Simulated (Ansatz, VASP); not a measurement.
# Ag (Ag wire along [110], 35 atoms a period): VASP beside Ansatz

One calculation is typed for both programs; each brings its own data sets. How far apart do they land? The structure shown is the start of the Ansatz relaxation below; VASP solves that cell, so the two are compared at the walk's first step.

Method: plane waves, with VASP 6.6.1 beside it; single point at PBE, in Ansatz 0.2.0.

## 1. Set-up

The cell holds 35 atoms: 35 Ag. Its edges and angles: a = 19.250 Å, b = 21.472 Å, c = 2.934 Å, α = 90.0°, β = 90.0°, γ = 90.0°. Vacuum lies along a and b. The structure's axis is c.

## 2. Ansatz: relaxation, PBE

Ansatz runs on its PAW soft_1 files.

The two programs are compared at the cell with which this relaxation starts, whose forces are those of its first step.

Contents of input.yaml:

```yaml
crystal:
  lattice:
    - [19.25, 0.0, 0.0]
    - [0.0, 21.472, 0.0]
    - [0.0, 0.0, 2.9344931419]
  atoms:
    - { symbol: Ag, position: [0.284415584, 0.636676881, 0.0] }
    - { symbol: Ag, position: [0.284415584, 0.500010845, 0.0] }
    - { symbol: Ag, position: [0.284415584, 0.773342918, 0.0] }
    - { symbol: Ag, position: [0.5, 0.636676881, 0.0] }
    - { symbol: Ag, position: [0.5, 0.500010845, 0.0] }
    - { symbol: Ag, position: [0.5, 0.773342918, 0.0] }
    - { symbol: Ag, position: [0.715584416, 0.636676881, 0.0] }
    - { symbol: Ag, position: [0.715584416, 0.500010845, 0.0] }
    - { symbol: Ag, position: [0.715584416, 0.773342918, 0.0] }
    - { symbol: Ag, position: [0.176623377, 0.295011789, 0.5] }
    - { symbol: Ag, position: [0.176623377, 0.431677826, 0.5] }
    - { symbol: Ag, position: [0.176623377, 0.568343863, 0.5] }
    - { symbol: Ag, position: [0.176623377, 0.7050099, 0.5] }
    - { symbol: Ag, position: [0.392207792, 0.158345753, 0.5] }
    - { symbol: Ag, position: [0.392207792, 0.295011789, 0.5] }
    - { symbol: Ag, position: [0.392207792, 0.431677826, 0.5] }
    - { symbol: Ag, position: [0.392207792, 0.568343863, 0.5] }
    - { symbol: Ag, position: [0.392207792, 0.7050099, 0.5] }
    - { symbol: Ag, position: [0.392207792, 0.841675937, 0.5] }
    - { symbol: Ag, position: [0.607792208, 0.158345753, 0.5] }
    - { symbol: Ag, position: [0.607792208, 0.295011789, 0.5] }
    - { symbol: Ag, position: [0.607792208, 0.431677826, 0.5] }
    - { symbol: Ag, position: [0.607792208, 0.568343863, 0.5] }
    - { symbol: Ag, position: [0.607792208, 0.7050099, 0.5] }
    - { symbol: Ag, position: [0.607792208, 0.841675937, 0.5] }
    - { symbol: Ag, position: [0.823376623, 0.295011789, 0.5] }
    - { symbol: Ag, position: [0.823376623, 0.431677826, 0.5] }
    - { symbol: Ag, position: [0.823376623, 0.568343863, 0.5] }
    - { symbol: Ag, position: [0.823376623, 0.7050099, 0.5] }
    - { symbol: Ag, position: [0.284415584, 0.363344808, 0.0] }
    - { symbol: Ag, position: [0.284415584, 0.226678771, 0.0] }
    - { symbol: Ag, position: [0.5, 0.363344808, 0.0] }
    - { symbol: Ag, position: [0.5, 0.226678771, 0.0] }
    - { symbol: Ag, position: [0.715584416, 0.363344808, 0.0] }
    - { symbol: Ag, position: [0.715584416, 0.226678771, 0.0] }
kpoints:
  mp_grid: { grid: [1, 1, 28] }
scf:
  occupations: { method: fermi_dirac, width: 0.05 }
hamiltonian:
  xc: pbe
  pseudopotentials: { kind: paw, azcp: { folder: soft_1 } }
relax:
  cell: { fix: [a, b, alpha, beta, gamma] }
  max_steps: 45
  f_tol: 0.03
```

On the command line:

```bash
$ ansatz run input.yaml --threads 16 --pin off --max-ram 61440MiB --backend cuda --events-out ev --progress --plain --runs-dir out --max-vram 78GiB
```

Numbers of over 12 decimals in the logs are rounded to 6 here.

What it wrote:

```text
Engine: ansatz 0.2.0, aarch64-unknown-linux-gnu
Pseudopotentials: kind: paw
Pseudopotential: Ag, paw, valence charge 19, recommended cutoff 420 eV (normal), soft_1/Ag.paw.azcp
Functional definition: PBE
  parameter kappa = 0.804
  parameter beta = 0.066725
  exchange = pbe_x(kappa = kappa, mu = beta*pi^2/3)
  correlation = pbe_c(beta = beta)
[...]
Crystal: 35 atoms, lattice volume = 1212.932 Å³
Basis set: ecut = 420 eV, 23595 PW (Γ), exchange–correlation on 270×288×40 points (8 copies of the dense FFT grid, shifted against one another)
Bands: 399, of which v1, the nominal top of the filled ones, is band 333 counted from 1 (332 counted from 0)
Symmetry: 8 space group operations
Space group: Pmmm (ITA 47), of the structure as read, at distance tolerance 1.1e-4 Å
k-points: 15 of 28
Non-local potential: Ag, projectors of the file, l = 0: 3, l = 1: 2, l = 2: 2, l = 3: 1
PAW form: soft (Blöchl's): semilocal exchange-correlation on the pseudo side does not see the compensation charge
PAW one-centre angular grid: Ag, 590 points (default); XC on 64 Gauss nodes
Initial density: superposition of atomic densities (neutral atoms: chi_scale 0, normalization atom)
Initial wavefunctions: pseudopotential atomic-orbital guess
[...]
Functional: x = pbe(κ = 0.804, μ = 0.219515), c = pbe(β = 0.066725)
SCF iter   1: F=—  HF=-265669.905913 eV  |F-HF|=—  |Δ(HF+E_count)|=         —  Δρ=4.19e-2  dr2=2.70e1  ethr=3.10e-3  ⟨swp⟩=6.1  Hψ=22293  notcnv=0  defer=197
preconditioner: auto → LDOS  [metal: Δε(μ)=0.030 eV  Ē_g=8.503 eV  σ=0.050 eV  W_gap=0.15  n_scr=308 (ndim 8)  ℏωp=20.9 eV  f_vac=0.436  D(μ)=9.32/eV (n_scr^D=46)  β→1.0]
SCF iter   2: F=—  HF=-265676.586970 eV  |F-HF|=—  |Δ(HF+E_count)|=    6.68e0  Δρ=6.37e-2  dr2=4.40e1  ethr=3.10e-3  ⟨swp⟩=2.7  Hψ=12844  notcnv=0  defer=768
[...]
SCF iter  10: F=-265663.171154 eV  HF=-265663.171154 eV  |F-HF|=3.41e-8  |Δ(HF+E_count)|=   1.61e-7  Δρ=2.57e-6  dr2=4.98e-8  ethr=1.50e-11  ⟨swp⟩=2.9  Hψ=22837  notcnv=0
SCF 1 converged in 10 iterations: F = -265663.171154 eV  dr2 = 4.98e-8
  greatest PAW one-centre occupation: 1.001 electrons in one spin orbital (limit 2), on the Ag atom at site 4 (counted from 0), in its partial waves of l = 0
relax step   1: F+E_penalty+E_count = -265663.17115365 eV  Δ(F+E_penalty+E_count) = +0.000e0 eV  max|allowed force component| = 3.205e-1 eV/Å  Δτ_max = 0.0000 Å  P = -1.086 GPa  Ω = 1212.932 Å³  fix = [a, b, alpha, beta, gamma]  reactions: a -0.877, b -1.097 GPa  (10 SCF iters, dr2 threshold 1.00e-7 eV, accepted)
[...]
relax step   2: F+E_penalty+E_count = -265663.32321699 eV  Δ(F+E_penalty+E_count) = -1.521e-1 eV  max|allowed force component| = 1.393e-1 eV/Å  Δτ_max = 0.1837 Å  P = +0.918 GPa  Ω = 1190.372 Å³  energy of the carried Pulay correction = +5.424e-3 eV  fix = [a, b, alpha, beta, gamma]  reactions: a +0.956, b +0.877 GPa  (7 SCF iters, dr2 threshold 3.50e-6 eV, accepted)
[...]
relax step   3: F+E_penalty+E_count = -265663.39674965 eV  Δ(F+E_penalty+E_count) = -7.353e-2 eV  max|allowed force component| = 2.544e-2 eV/Å  Δτ_max = 0.0647 Å  P = -0.039 GPa  Ω = 1197.461 Å³  energy of the carried Pulay correction = +3.709e-3 eV  fix = [a, b, alpha, beta, gamma]  reactions: a +0.003, b -0.054 GPa  (6 SCF iters, dr2 threshold 2.12e-6 eV, accepted)
[...]
relax step   4: F+E_penalty+E_count = -265663.39943629 eV  Δ(F+E_penalty+E_count) = -2.687e-3 eV  max|allowed force component| = 7.813e-3 eV/Å  Δτ_max = 0.0259 Å  P = -0.001 GPa  Ω = 1195.989 Å³  energy of the carried Pulay correction = +4.064e-3 eV  fix = [a, b, alpha, beta, gamma]  reactions: a +0.001, b +0.010 GPa  (8 SCF iters, dr2 threshold 1.08e-8 eV, accepted)
[...]
relax step   5: F+E_penalty+E_count = -265663.39509147 eV  Δ(F+E_penalty+E_count) = +4.345e-3 eV  max|allowed force component| = 7.836e-3 eV/Å  Δτ_max = 0.0000 Å  P = +0.002 GPa  Ω = 1195.989 Å³  fix = [a, b, alpha, beta, gamma]  reactions: a +0.003, b +0.013 GPa  stress off target by 1.06e-2 GPa on what of the cell is left free  SCF on the basis re-selected at this cell (its energy is not comparable with the rows above)  (6 SCF iters)
[...]
SCF converged after 6 iterations
[...]
--- Relaxed structure (4 steps of the walk, 4 accepted, 1 SCFs on fresh bases) ---
  F+E_penalty+E_count = -265663.39509147 eV   max|allowed force component| = 7.836e-3 eV/Å   (the final SCF, on the basis selected at the relaxed cell)
  cell:  # Å, volume = 1195.9885 Å³
    - [19.25, 0, 0]
    - [0, 21.472, 0]
    - [0, 0, 2.893502]
  atoms:
    - { symbol: Ag, position: [0.283004, 0.634606, 5.141426927264737e-19] }
    - { symbol: Ag, position: [0.281724, 0.5000108446, 9.801762932228303e-19] }
    - { symbol: Ag, position: [0.281465, 0.771089, 1.0743062614172043e-18] }
    - { symbol: Ag, position: [0.500000, 0.635413, 0] }
    - { symbol: Ag, position: [0.500000, 0.5000108446, 0] }
    - { symbol: Ag, position: [0.500000, 0.774280, 0] }
    - { symbol: Ag, position: [0.716996, 0.634606, -5.141426927264726e-19] }
    - { symbol: Ag, position: [0.718276, 0.5000108446, -9.801762932228301e-19] }
    - { symbol: Ag, position: [0.718535, 0.771089, -1.0743062614171994e-18] }
    - { symbol: Ag, position: [0.178386, 0.299101, 0.500000] }
    - { symbol: Ag, position: [0.174160, 0.433115, 0.500000] }
    - { symbol: Ag, position: [0.174160, 0.566907, 0.500000] }
    - { symbol: Ag, position: [0.178386, 0.700921, 0.500000] }
    - { symbol: Ag, position: [0.389321, 0.165640, 0.500000] }
    - { symbol: Ag, position: [0.392464, 0.297711, 0.500000] }
    - { symbol: Ag, position: [0.391122, 0.432583, 0.500000] }
    - { symbol: Ag, position: [0.391122, 0.567439, 0.500000] }
    - { symbol: Ag, position: [0.392464, 0.702311, 0.500000] }
    - { symbol: Ag, position: [0.389321, 0.834382, 0.500000] }
    - { symbol: Ag, position: [0.610679, 0.165640, 0.500000] }
    - { symbol: Ag, position: [0.607536, 0.297711, 0.500000] }
    - { symbol: Ag, position: [0.608878, 0.432583, 0.500000] }
    - { symbol: Ag, position: [0.608878, 0.567439, 0.500000] }
    - { symbol: Ag, position: [0.607536, 0.702311, 0.500000] }
[...]
- { symbol: Ag, position: [0.825840, 0.566907, 0.500000] }
    - { symbol: Ag, position: [0.821614, 0.700921, 0.500000] }
    - { symbol: Ag, position: [0.283004, 0.365415, 5.141426927264729e-19] }
    - { symbol: Ag, position: [0.281465, 0.228933, 1.0743062614171996e-18] }
    - { symbol: Ag, position: [0.500000, 0.364609, 0] }
    - { symbol: Ag, position: [0.500000, 0.225742, 0] }
    - { symbol: Ag, position: [0.716996, 0.365415, -5.141426927264733e-19] }
    - { symbol: Ag, position: [0.718535, 0.228933, -1.074306261417204e-18] }
```

In the SCF lines HF is the Harris–Foulkes energy and dr2 the Hartree energy of the density residual, in eV; the loop may stop once dr2 is under the threshold and the program's other checks hold. Hψ counts applications of the Hamiltonian.

## 3. VASP: single point, PBE, start cell

The same cell, functional, mesh and smearing now go to VASP, with its own data sets.

Lines of VASP's logs that name or quote its potential files are left out, and so is its time.

Contents of INCAR:

```
SYSTEM = Ag
PREC = Accurate
ENCUT = 400
EDIFF = 1E-06
NELM = 120
ISMEAR = -1
SIGMA = 0.05
LREAL = Auto
ALGO = Normal
GGA = PE
NBANDS = 224
LASPH = .TRUE.
LORBIT = 11
LWAVE = .FALSE.
LCHARG = .FALSE.
ISIF = 2
GGA_COMPAT = .FALSE.
KPAR = 4
```

Contents of POSCAR:

```
Ag
1.0
   19.2500000000      0.0000000000      0.0000000000
    0.0000000000     21.4720000000      0.0000000000
    0.0000000000      0.0000000000      2.9344930000
Ag
35
Direct
    0.2844155844      0.6366768815      0.0000000000
    0.2844155844      0.5000108514      0.0000000000
    0.2844155844      0.7733429117      0.0000000000
    0.5000000000      0.6366768815      0.0000000000
    0.5000000000      0.5000108514      0.0000000000
    0.5000000000      0.7733429117      0.0000000000
    0.7155844156      0.6366768815      0.0000000000
    0.7155844156      0.5000108514      0.0000000000
    0.7155844156      0.7733429117      0.0000000000
    0.1766233766      0.2950117828      0.5000000000
    0.1766233766      0.4316778363      0.5000000000
    0.1766233766      0.5683438664      0.5000000000
    0.1766233766      0.7050099199      0.5000000000
    0.3922077922      0.1583457526      0.5000000000
    0.3922077922      0.2950117828      0.5000000000
    0.3922077922      0.4316778363      0.5000000000
    0.3922077922      0.5683438664      0.5000000000
    0.3922077922      0.7050099199      0.5000000000
    0.3922077922      0.8416759501      0.5000000000
    0.6077922078      0.1583457526      0.5000000000
    0.6077922078      0.2950117828      0.5000000000
    0.6077922078      0.4316778363      0.5000000000
    0.6077922078      0.5683438664      0.5000000000
    0.6077922078      0.7050099199      0.5000000000
    0.6077922078      0.8416759501      0.5000000000
    0.8233766234      0.2950117828      0.5000000000
    0.8233766234      0.4316778363      0.5000000000
    0.8233766234      0.5683438664      0.5000000000
    0.8233766234      0.7050099199      0.5000000000
    0.2844155844      0.3633448212      0.0000000000
    0.2844155844      0.2266787910      0.0000000000
    0.5000000000      0.3633448212      0.0000000000
    0.5000000000      0.2266787910      0.0000000000
    0.7155844156      0.3633448212      0.0000000000
    0.7155844156      0.2266787910      0.0000000000
```

Contents of KPOINTS:

```
Automatic mesh
0
Gamma
1 1 28
0 0 0
```

PAW data sets: Ag (PBE family, release 64).

On the command line:

```bash
$ mpirun -np 4 vasp_std
```

What it wrote:

```text
[banner, memory and clock lines left out]
running    4 mpi-ranks, on    1 nodes
[...]
LDA part: xc-table for (Slater+PW92), standard interpolation
 POSCAR, INCAR and KPOINTS ok, starting setup
[...]
entering main loop
       N       E                     dE             d eps       ncg     rms          rms(c)
DAV:   1     0.217889346366E+04    0.21789E+04   -0.16119E+05  6840   0.126E+03
DAV:   2     0.127267236554E+01   -0.21776E+04   -0.20714E+04  7144   0.300E+02
DAV:   3    -0.918185239086E+02   -0.93091E+02   -0.89899E+02  7344   0.561E+01
DAV:   4    -0.939024167876E+02   -0.20839E+01   -0.20753E+01  7352   0.790E+00
[...]
DAV:  21    -0.868905142627E+02   -0.43656E-05   -0.31044E-07  4080   0.769E-04    0.436E-04
DAV:  22    -0.868905154018E+02   -0.11390E-05   -0.12653E-07  3960   0.442E-04    0.212E-04
DAV:  23    -0.868905155478E+02   -0.14601E-06   -0.11141E-08  3928   0.232E-04
   1 F= -.86890516E+02 E0= -.86853237E+02  d E =-.745580E-01
```

OUTCAR, selected parts (step 3):

```text
  Total       -8.5836011    -10.2562818    -11.6200921      0.0000000      0.0000000      0.0000000
  in kB      -11.3381919    -13.5476578    -15.3491328      0.0000000      0.0000000      0.0000000
  external PRESSURE =     -13.4116608 kB  Pullay stress =       0.0000000 kB

 POSITION                                       TOTAL-FORCE (eV/Angst)
 -----------------------------------------------------------------------------------
      5.47500     13.67073      0.00000        -0.138194      0.023479      0.000000
      5.47500     10.73623      0.00000        -0.118421      0.000000      0.000000
      5.47500     16.60522      0.00000        -0.002943     -0.004019      0.000000
      9.62500     13.67073      0.00000         0.000000      0.005682      0.000000
      9.62500     10.73623      0.00000         0.000000      0.000000      0.000000
      9.62500     16.60522      0.00000         0.000000      0.217782      0.000000
     13.77500     13.67073      0.00000         0.138194      0.023479      0.000000
     13.77500     10.73623      0.00000         0.118421      0.000000      0.000000
     13.77500     16.60522      0.00000         0.002943     -0.004019      0.000000
      3.40000      6.33449      1.46725         0.285897      0.126389      0.000000
      3.40000      9.26899      1.46725         0.107049      0.026884      0.000000
      3.40000     12.20348      1.46725         0.107049     -0.026884     -0.000000
      3.40000     15.13797      1.46725         0.285897     -0.126389     -0.000000
      7.55000      3.40000      1.46725         0.005151      0.323997      0.000000
[...]
-----------------------------------------------------------------------------------
    total drift:                                0.000000      0.000006      0.000000

  FREE ENERGIE OF THE ION-ELECTRON SYSTEM (eV)
  ---------------------------------------------------
  free  energy   TOTEN  =       -86.8905155478 eV

  energy  without entropy=      -86.8159575432  energy(sigma->0) =      -86.85323655

[... 3 further parts left out ...]
[key lines of the parts left out:]
E-fermi :   2.0746
```

## 4. Differences

Known differences besides the potentials themselves: the data sets hold 665 valence electrons in Ansatz (on its PAW soft_1 files) and 385 in VASP; the cutoff is 420 eV in Ansatz and 400 eV in VASP (PREC = Accurate, projectors in real space). Total energies have different zeros and are not compared.

Forces on 10 of the 35 atoms, those with the largest forces and the largest differences (eV/Å; atoms numbered as in POSCAR):

```csv
atom,"Ansatz x, y, z","VASP x, y, z"
Ag3,"-0.006, 0.001, 0.000","-0.003, -0.004, 0.000"
Ag9,"0.006, 0.001, 0.000","0.003, -0.004, 0.000"
Ag10,"0.283, 0.125, 0.000","0.286, 0.126, 0.000"
Ag13,"0.283, -0.125, 0.000","0.286, -0.126, 0.000"
Ag14,"0.006, 0.320, 0.000","0.005, 0.324, 0.000"
Ag19,"0.006, -0.320, 0.000","0.005, -0.324, 0.000"
Ag20,"-0.006, 0.320, 0.000","-0.005, 0.324, 0.000"
Ag25,"-0.006, -0.320, 0.000","-0.005, -0.324, 0.000"
Ag26,"-0.283, 0.125, 0.000","-0.286, 0.126, 0.000"
Ag31,"-0.006, -0.001, 0.000","-0.003, 0.004, 0.000"
```

The forces differ by 1.8 meV/Å r.m.s., which is 1.8 % of the r.m.s. force of 0.101 eV/Å (both taken over all components).

## 5. Outcome

```json
{"r.m.s. force difference (single point, PBE, start cell)": "1.8 meV/Å"}
```

The r.m.s. force difference is 1.8 meV/Å (single point, PBE, start cell), within the 12 meV/Å picked in this series as the mark of a large difference. The data sets hold unlike numbers of valence electrons (665 in Ansatz and 385 in VASP), so part of the differences comes from the potentials. Such differences can come from data sets, numerical settings and the points named under the comparisons, not from the functional's error against experiment.

[Lines on the potential files, build, host, timing and source positions are cut from VASP's logs without a mark.]

[Logs are printed without paths, hosts, clocks, repeated set-up lines and the standing remarks that a program may print on its own settings, such as how far it seeks lower states.]

[Hosts, paths, dates, database ids (printed as entryN), source tags and the programs' standing remarks are cut or masked in the printed files.]
